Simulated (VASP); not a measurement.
Input:

```
MoSi2
1.0
   -1.59226     1.59226     3.90548
    1.59226    -1.59226     3.90548
    1.59226     1.59226    -3.90548
Si Mo
2 1
Direct
  0.66522   0.66522   0.00000
  0.33478   0.33478   0.00000
  0.00000   0.00000   0.00000
```

Computed with PBE GGA with D4 dispersion, VASP's PBE PAW potentials (set 64) (plane waves; VASP). Settings: 520 eV cut-off, 15×15×15 Γ-centred mesh, tetrahedra with Blöchl corrections, potentials Si Mo_sv.

The cores are frozen, which limits the accuracy of field gradients.

**Question.** Give the principal components of the electric field gradient (V/Å²) and the asymmetry η at each nucleus.

**Answer.** 
| atom | Vxx | Vyy | Vzz | η |
|---|---|---|---|---|
| Si1 | 6.0 | 6.0 | -11.9 | 0.00 |
| Si2 | 6.0 | 6.0 | -11.9 | 0.00 |
| Mo3 | 30.1 | 30.1 | -60.3 | 0.00 |

The compound is MoSi2 in the MoSi2 type structure. It was relaxed first.
